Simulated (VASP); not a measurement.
# PdC18: relaxation of the atoms with PBE

The system is PdC18, a slab with vacuum.

```
C Pd
1.0
     7.39800    0.00000    0.00000
    -3.69900    6.40686    0.00000
     0.00000    0.00000   11.00000
C Pd
18 1
Cartesian
  0.0000 0.0000 1.0000
  1.2330 0.7119 1.0000
  -1.2330 2.1356 1.0000
  0.0000 2.8475 1.0000
  -2.4660 4.2712 1.0000
  -1.2330 4.9831 1.0000
  2.4660 0.0000 1.0000
  3.6990 0.7119 1.0000
  1.2330 2.1356 1.0000
  2.4660 2.8475 1.0000
  0.0000 4.2712 1.0000
  1.2330 4.9831 1.0000
  4.9320 0.0000 1.0000
  6.1650 0.7119 1.0000
  3.6990 2.1356 1.0000
  4.9320 2.8475 1.0000
  2.4660 4.2712 1.0000
  3.6990 4.9831 1.0000
  3.1971 6.1439 3.1200
```

The cell was built by a generator and needn't be a form met in nature.

- Program: VASP 6.6.1
- Task: relaxation of the atoms
- Functional: PBE
- Potentials or basis: VASP PAW PBE potentials, release 64 (C, Pd)
- Cutoff: 520 eV
- k mesh: 2 × 2 × 1
- Occupations: gaussian, width 0.05 eV
- Spin: no spin polarisation
- Dipole correction: no
- Further INCAR settings: LREAL = Auto; ALGO = Normal; EDIFF = 1e-06; IBRION = 2; EDIFFG = -0.03; NSW = 80

| Item | Value |
| --- | --- |
| Energy gained by relaxing | 5.5 meV/atom |
| Ionic steps | 44 |
| Largest force after relaxing | 0.030 eV/Å |
| Band gap on the k mesh | 0.18 eV, direct |

Forces on the atoms (eV/Å):
```
C   -0.002 -0.013  0.000
C    0.014  0.004  0.000
C    0.006  0.007 -0.001
C    0.001  0.004 -0.006
C    0.010  0.008 -0.007
C    0.003 -0.005 -0.004
C    0.013 -0.012  0.009
C   -0.005  0.007  0.000
C    0.002  0.029  0.007
C    0.001 -0.007  0.000
C   -0.008 -0.010 -0.004
C   -0.008 -0.015  0.012
C   -0.011  0.022 -0.001
C   -0.003  0.001 -0.012
C   -0.009 -0.001  0.007
C    0.003 -0.009  0.015
C    0.004 -0.017 -0.002
C    0.005 -0.012 -0.020
Pd  -0.015  0.019  0.004
```

Step by step:
| step | energy change (eV) | largest force (eV/Å) | pressure (GPa) |
| --- | --- | --- | --- |
| 1 | 0.0000 | 0.8404 | 0.86 |
| 3 | -0.0423 | 0.4139 | 0.89 |
| 5 | -0.0580 | 0.2589 | 0.95 |
| 7 | -0.0670 | 0.2638 | 1.01 |
| 9 | -0.0727 | 0.1900 | 1.05 |
| 11 | -0.0789 | 0.3749 | 1.04 |
| 13 | -0.0814 | 0.2920 | 1.03 |
| 15 | -0.0854 | 0.2298 | 1.02 |
| 17 | -0.0895 | 0.2008 | 1.00 |
| 19 | -0.0925 | 0.1386 | 0.97 |
| 21 | -0.0960 | 0.0975 | 0.93 |
| 23 | -0.0975 | 0.0975 | 0.90 |
| 25 | -0.0987 | 0.0936 | 0.89 |
| 27 | -0.1004 | 0.0787 | 0.88 |
| 29 | -0.1012 | 0.0686 | 0.88 |
| 31 | -0.1019 | 0.0586 | 0.88 |
| 33 | -0.1024 | 0.0507 | 0.87 |
| 35 | -0.1029 | 0.0451 | 0.87 |
| 37 | -0.1034 | 0.0469 | 0.87 |
| 39 | -0.1039 | 0.0486 | 0.88 |
| 41 | -0.1043 | 0.0588 | 0.88 |
| 43 | -0.1048 | 0.0600 | 0.88 |
| 44 | -0.1050 | 0.0298 | 0.88 |

Final structure:
```yaml
crystal:
  lattice:
    - [7.39800, 0.00000, 0.00000]
    - [-3.69900, 6.40686, 0.00000]
    - [0.00000, 0.00000, 11.00000]
  atoms:
    - { symbol: C, position: [0.99971, 0.99947, 0.09873] }
    - { symbol: C, position: [0.22408, 0.11175, 0.08973] }
    - { symbol: C, position: [0.99808, 0.33329, 0.09296] }
    - { symbol: C, position: [0.22119, 0.44375, 0.08867] }
    - { symbol: C, position: [0.99802, 0.66451, 0.09226] }
    - { symbol: C, position: [0.22114, 0.77693, 0.08858] }
    - { symbol: C, position: [0.33152, 0.99879, 0.08751] }
    - { symbol: C, position: [0.55466, 0.11032, 0.08861] }
    - { symbol: C, position: [0.33151, 0.33230, 0.08738] }
    - { symbol: C, position: [0.55461, 0.44376, 0.08829] }
    - { symbol: C, position: [0.33092, 0.66528, 0.08635] }
    - { symbol: C, position: [0.55415, 0.77681, 0.08632] }
    - { symbol: C, position: [0.66311, 0.99787, 0.09069] }
    - { symbol: C, position: [0.88700, 0.11125, 0.09898] }
    - { symbol: C, position: [0.66449, 0.33202, 0.08999] }
    - { symbol: C, position: [0.88817, 0.44385, 0.09114] }
    - { symbol: C, position: [0.66325, 0.66486, 0.09015] }
    - { symbol: C, position: [0.88706, 0.77514, 0.09767] }
    - { symbol: Pd, position: [0.93898, 0.97701, 0.28598] }
```

Levels at points of the mesh, in eV from the valence-band top:
| k point | band 37 | band 38 | band 39 | band 40 | band 41 | band 42 | band 43 | band 44 | band 45 | band 46 |
| --- | --- | --- | --- | --- | --- | --- | --- | --- | --- | --- |
| (0.00, 0.00, 0.00) | -1.65 | -1.48 | -1.47 | -0.06 | 0.00 | 0.18 | 0.21 | 0.89 | 3.44 | 4.20 |
| (0.50, 0.00, 0.00) | -1.61 | -1.53 | -1.49 | -1.20 | -1.11 | 0.96 | 1.67 | 2.39 | 2.45 | 2.47 |
| (0.00, 0.50, 0.00) | -1.59 | -1.54 | -1.43 | -1.26 | -1.08 | 0.93 | 1.61 | 2.35 | 2.43 | 2.46 |
| (0.50, 0.50, 0.00) | -1.59 | -1.54 | -1.40 | -1.25 | -1.09 | 0.92 | 1.62 | 2.34 | 2.43 | 2.46 |

Wall time 29 min on 1 thread of Intel(R) Xeon(R) 6975P-C (Granite Rapids), on a shared host, peak memory 0.66 GiB.

Caveat: the k mesh is coarse (spacing up to 0.49 Å⁻¹), so the values aren't converged.
